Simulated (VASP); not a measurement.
Computed with PBE GGA, VASP's PBE PAW potentials (set 64) (plane waves; VASP).

The input files of a VASP run:

**POSCAR**
```
I
4.3530740
  0.5501859146  -0.8350420875   0.0000000000
  0.5501859146   0.8350420875   0.0000000000
  0.0000000000   0.0000000000   2.2489854296
I
4
Direct
  0.8427600000   0.8386630000   0.8850020000
  0.6633590000   0.6602970000   0.3820250000
  0.3442770000   0.3501650000   0.6162250000
  0.1496040000   0.1508750000   0.1167470000
```

INCAR:
```
ALGO = Normal
EDIFF = 1E-6
ENCUT = 150
GGA = PE
ISIF = 2
ISMEAR = -1
LASPH = T
LCHARG = F
LMAXMIX = 4
LREAL = F
LWAVE = F
NELM = 100
PREC = Accurate
SIGMA = 0.2
SYSTEM = I
```

File KPOINTS:
```
Automatic mesh
0
Gamma
8 8 8
0 0 0
```

POTCAR, in this order: I (PBE.64 set). Program: vasp_std.

Task: What will the output report for the number of irreducible k-points (NKPTS), largest plane-wave count, number of space-group operations, FFT grid (NGX, NGY, NGZ)?

Result: 
```
Item                                          Result
--------------------------------------  ------------
number of irreducible k-points (NKPTS)           260
largest plane-wave count                         724
number of space-group operations                   1
FFT grid (NGX, NGY, NGZ)                18 × 18 × 40
```

The structure is a typed I crystal. The cell was not relaxed at this level, atoms are displaced from their ideal sites. The run is one of a series of settings (ENCUT = 150, ISMEAR = -1, SIGMA = 0.2, KPOINTS 8×8×8 Γ-centred mesh against the base run), some of them coarse on purpose.
